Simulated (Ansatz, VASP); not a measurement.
B4AsN3: VASP beside Ansatz

Contents of INCAR:

```
PREC     = Accurate       # precision mode
ENCUT    = 520            # plane-wave cutoff, eV
EDIFF    = 1E-6           # SCF threshold, eV
ISMEAR   = -1             # smearing method
SIGMA    = 0.02           # smearing width, eV
LREAL    = False          # projectors in reciprocal space
LASPH    = True           # aspherical terms in the spheres
NELM     = 80             # most SCF steps
ALGO     = Normal         # electronic algorithm
ISIF     = 2              # what is computed and relaxed
LWAVE    = False          # write WAVECAR
LCHARG   = False          # write CHGCAR
GGA      = PE             # functional
NBANDS   = 26             # bands
```

The input KPOINTS:

```
Automatic mesh
0
Gamma
  10 6 6
```

Contents of POSCAR:

```
B4AsN3
1.0
    2.7735253790      0.0000000000      0.0000000000
    0.0000000000      2.8258492763      3.9759275773
    0.0000000000     -2.8258492763      3.9759275773
N As B
3 1 4
Direct
    0.0000000000      0.0033841712      0.0033841712
    0.5000000000      0.0080621893      0.4871432091
    0.5000000000      0.4871432091      0.0080621893
    0.0000000000      0.5011661304      0.5011661304
    0.5000000000      0.8811572140      0.8811572140
    0.0000000000      0.9131466194      0.3610568296
    0.0000000000      0.3610568296      0.9131466194
    0.5000000000      0.3448836371      0.3448836371
```

Input for Ansatz:

```yaml
crystal:
  lattice:
    - [2.773525379, 0.0, 0.0]
    - [0.0, 2.8258492763, 3.9759275773]
    - [0.0, -2.8258492763, 3.9759275773]
  atoms:
    - { symbol: "N", position: [0.0, 0.0033841712, 0.0033841712] }
    - { symbol: "N", position: [0.5, 0.0080621893, 0.4871432091] }
    - { symbol: "N", position: [0.5, 0.4871432091, 0.0080621893] }
    - { symbol: As, position: [0.0, 0.5011661304, 0.5011661304] }
    - { symbol: B, position: [0.5, 0.881157214, 0.881157214] }
    - { symbol: B, position: [0.0, 0.9131466194, 0.3610568296] }
    - { symbol: B, position: [0.0, 0.3610568296, 0.9131466194] }
    - { symbol: B, position: [0.5, 0.3448836371, 0.3448836371] }
kpoints:
  mp_grid: { grid: [10, 6, 6] }
  band_path:
    path:
      - [[0.0, 0.0, 0.0], [0.0, 0.5, 0.5], [0.0, 0.6237122962733, 0.3762877037267]]
      - [[0.0, 0.3762877037267, -0.3762877037267], [0.0, 0.0, 0.0], [0.5, 0.0, 0.0], [0.5, 0.3762877037267, -0.3762877037267]]
      - [[0.5, 0.6237122962733, 0.3762877037267], [0.5, 0.5, 0.5], [0.0, 0.5, 0.5]]
      - [[0.0, 0.0, 0.0], [0.0, 0.5, 2.969669816452e-17], [0.5, 0.5, 2.969669816452e-17], [0.5, 0.0, 0.0], [0.5, 0.5, 0.5]]
    npoints: 10
hamiltonian:
  xc: pbe
scf:
  occupations: { method: fermi_dirac, width: 0.02 }
  n_extra_bands: 6
output:
  forces: true
  stress: true
  eigenvalues: true
```

The cell was built by a generator and needn't be a form met in nature.

Alike in both runs: task single point; functional PBE; k mesh 10 × 6 × 6; occupations fermi-dirac, width 0.02 eV; no spin polarisation.

|  | VASP | Ansatz |
| --- | --- | --- |
| version | VASP 6.6.1 | Ansatz 0.2.0 |
| potentials or method | VASP PAW PBE potentials, release 64 (N, As, B) | plane waves, PAW |
| plane-wave cutoff (eV) | 520 | 420 |
| valence electrons in the cell | 32 | 42 |

|  | VASP | Ansatz | Ansatz less VASP |
| --- | --- | --- | --- |
| pressure (GPa) | 4.1 | 3.2 | -0.96 |
| largest component of the traceless stress (GPa) | 0.66 | 0.54 | -0.118 |
| rms of the force components (eV/Å) | 0.173 | 0.123 | -0.0508 |

Atom by atom the forces differ by 0.052 eV/Å (rms over components). With one functional, cell and mesh, what is left measures potentials, basis and numerics. The two sets of potentials don't hold the same shells in valence.
